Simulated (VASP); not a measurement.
Method: r2SCAN+rVV10, VASP's PBE PAW potentials (set 64) (plane waves; VASP).

VASP ran on this input.

### POSCAR
```
Hf
1
    1.6234411811    -2.8118825701     0.0000000000
    1.6234411811     2.8118825701     0.0000000000
    0.0000000000     0.0000000000     5.1296466800
Hf
2
Direct
  0.3333330000   0.6666670000   0.2500000000
  0.6666670000   0.3333330000   0.7500000000
```

INCAR:
```
# general
SYSTEM    =  Hf
PREC      =  Accurate
ENCUT     =  520
LREAL     =  .FALSE.
LASPH     =  .TRUE.

# electronic loop
EDIFF     =  1E-7
NELM      =  100
ALGO      =  Normal
LMAXMIX   =  6
LMIXTAU   =  .TRUE.

# smearing
ISMEAR    =  1
SIGMA     =  0.1

# functional
METAGGA   =  R2SCAN
LUSE_VDW  =  .TRUE.
BPARAM    =  11.95
CPARAM    =  0.0093

# ions
IBRION    =  2
NSW       =  30
ISIF      =  4
EDIFFG    =  -0.01

# output
LWAVE     =  .FALSE.
LCHARG    =  .FALSE.
```

KPOINTS:
```
Automatic mesh
0
Gamma
13 13 7
0 0 0
```

POTCAR, in this order: Hf_pv (PBE.64 set). Program: vasp_std.

What VASP printed:

OSZICAR:
```
       N       E                     dE             d eps       ncg     rms          rms(c)
DAV:   1    -0.257308226312E+02   -0.25731E+02   -0.12115E+04  2360   0.140E+03
DAV:   2    -0.934231532884E+02   -0.67692E+02   -0.66392E+02  2874   0.277E+02
DAV:   3    -0.956801951970E+02   -0.22570E+01   -0.22212E+01  3220   0.323E+01
DAV:   4    -0.957047442300E+02   -0.24549E-01   -0.24534E-01  2794   0.421E+00
DAV:   5    -0.957051914789E+02   -0.44725E-03   -0.44720E-03  3308   0.460E-01    0.691E+01
DAV:   6    -0.905293968075E+02    0.51758E+01   -0.96271E-01  2466   0.972E+00    0.394E+01
DAV:   7    -0.878730527024E+02    0.26563E+01   -0.23892E+00  2594   0.120E+01    0.583E+00
DAV:   8    -0.908443366559E+02   -0.29713E+01   -0.16154E+00  2510   0.981E+00    0.114E+01
DAV:   9    -0.899259806017E+02    0.91836E+00   -0.36390E-01  2388   0.753E+00    0.198E+00
DAV:  10    -0.900821900428E+02   -0.15621E+00   -0.25868E-01  2394   0.664E+00    0.352E+00
DAV:  11    -0.898926928810E+02    0.18950E+00   -0.43010E-02  2538   0.264E+00    0.108E+00
DAV:  12    -0.898954664972E+02   -0.27736E-02   -0.90405E-02  2412   0.344E+00    0.359E-01
DAV:  13    -0.899020975814E+02   -0.66311E-02   -0.34593E-03  3042   0.578E-01    0.179E-01
DAV:  14    -0.898965413216E+02    0.55563E-02   -0.82647E-04  2604   0.235E-01    0.365E-01
DAV:  15    -0.898962575137E+02    0.28381E-03   -0.58711E-05  3134   0.773E-02    0.995E-02
DAV:  16    -0.898981302884E+02   -0.18728E-02   -0.16376E-03  2508   0.433E-01    0.563E-02
DAV:  17    -0.898981466247E+02   -0.16336E-04   -0.59939E-05  3032   0.669E-02    0.366E-02
DAV:  18    -0.898981795113E+02   -0.32887E-04   -0.77232E-06  2790   0.315E-02    0.358E-02
DAV:  19    -0.898981485219E+02    0.30989E-04   -0.47677E-06  2688   0.211E-02    0.621E-02
DAV:  20    -0.898981442243E+02    0.42975E-05   -0.50534E-06  2736   0.201E-02    0.110E-02
DAV:  21    -0.898981385613E+02    0.56631E-05   -0.14581E-06  2664   0.106E-02    0.122E-02
DAV:  22    -0.898981424599E+02   -0.38986E-05   -0.16876E-06  2568   0.127E-02    0.107E-02
DAV:  23    -0.898981386058E+02    0.38541E-05   -0.67339E-07  2604   0.104E-02    0.838E-04
DAV:  24    -0.898981417202E+02   -0.31144E-05   -0.62304E-08  1470   0.336E-03    0.260E-03
DAV:  25    -0.898981410031E+02    0.71711E-06   -0.82584E-09  1380   0.912E-04    0.138E-03
DAV:  26    -0.898981413917E+02   -0.38862E-06   -0.62847E-09  1356   0.921E-04    0.903E-04
DAV:  27    -0.898981413684E+02    0.23342E-07   -0.47250E-09  1350   0.650E-04
   1 F= -.89898141E+02 E0= -.89898077E+02  d E =-.898981E+02
       N       E                     dE             d eps       ncg     rms          rms(c)
DAV:   1    -0.898993020438E+02   -0.11607E-02   -0.76121E-02  2352   0.235E+00    0.279E-01
DAV:   2    -0.898983927745E+02    0.90927E-03   -0.14622E-03  3150   0.306E-01    0.106E-01
DAV:   3    -0.898984702234E+02   -0.77449E-04   -0.16705E-04  2946   0.125E-01    0.645E-02
DAV:   4    -0.898983791172E+02    0.91106E-04   -0.26381E-04  3258   0.109E-01    0.495E-02
DAV:   5    -0.898984079788E+02   -0.28862E-04   -0.67654E-05  2864   0.692E-02    0.273E-02
DAV:   6    -0.898984088699E+02   -0.89120E-06   -0.23506E-06  2784   0.144E-02    0.161E-02
DAV:   7    -0.898984083625E+02    0.50746E-06   -0.18165E-07  2012   0.358E-03    0.145E-03
DAV:   8    -0.898984086318E+02   -0.26936E-06   -0.59708E-08  1470   0.280E-03    0.150E-03
DAV:   9    -0.898984084955E+02    0.13634E-06   -0.10393E-08  1404   0.104E-03    0.341E-04
DAV:  10    -0.898984086041E+02   -0.10856E-06   -0.57826E-09  1368   0.851E-04    0.181E-04
DAV:  11    -0.898984085583E+02    0.45812E-07   -0.12437E-09  1374   0.323E-04
   2 F= -.89898409E+02 E0= -.89898431E+02  d E =-.267190E-03
```

File OUTCAR:
```
------------------------ aborting loop because EDIFF is reached ----------------------------------------
  FORCE on cell =-STRESS in cart. coord.  units (eV):
  Direction    XX          YY          ZZ          XY          YZ          ZX
  --------------------------------------------------------------------------------------
  Total       -1.8012313     -1.8012313     -1.8040065      0.0000000      0.0000000      0.0000000
  in kB      -61.6210210    -61.6210195    -61.7159595      0.0000000      0.0000000      0.0000000
  external PRESSURE =     -61.6526667 kB  Pullay stress =       0.0000000 kB
  volume of cell :       46.83
      direct lattice vectors                 reciprocal lattice vectors
     1.625783375 -2.815939372 -0.000000000     0.307544048 -0.177560641  0.000000000
     1.625783375  2.815939372 -0.000000000     0.307544048  0.177560641  0.000000000
    -0.000000000  0.000000000  5.114877213     0.000000000  0.000000000  0.195508115
 POSITION                                       TOTAL-FORCE (eV/Angst)
 -----------------------------------------------------------------------------------
      1.62578      0.93865      1.27872         0.000000     -0.000000      0.000000
      1.62578     -0.93865      3.83616        -0.000000      0.000000      0.000000
 -----------------------------------------------------------------------------------
    total drift:                               -0.000000      0.000191     -0.000015
  FREE ENERGIE OF THE ION-ELECTRON SYSTEM (eV)
  ---------------------------------------------------
  free  energy   TOTEN  =       -89.8984085583 eV

  energy  without entropy=      -89.8984767973  energy(sigma->0) =      -89.89843130

 reached required accuracy - stopping structural energy minimisation
```
(Selected blocks of OUTCAR.)

### CONTCAR
```
Hf
   1.00000000000000
     1.6257833749452337   -2.8159393720384420   -0.0000000000000000
     1.6257833749452337    2.8159393720384420   -0.0000000000000000
    -0.0000000000000000    0.0000000000000000    5.1148772126761042
  Hf
     2
Direct
     0.3333330000000032    0.6666669999999968    0.2500000000000000
     0.6666669999999968    0.3333330000000032    0.7500000000000000
```

The compound is Hf in the hcp structure. This cell is one point of a volume scan, at 1.06 of the reference volume. Symmetry was kept, so distortions that lower it aren't found.
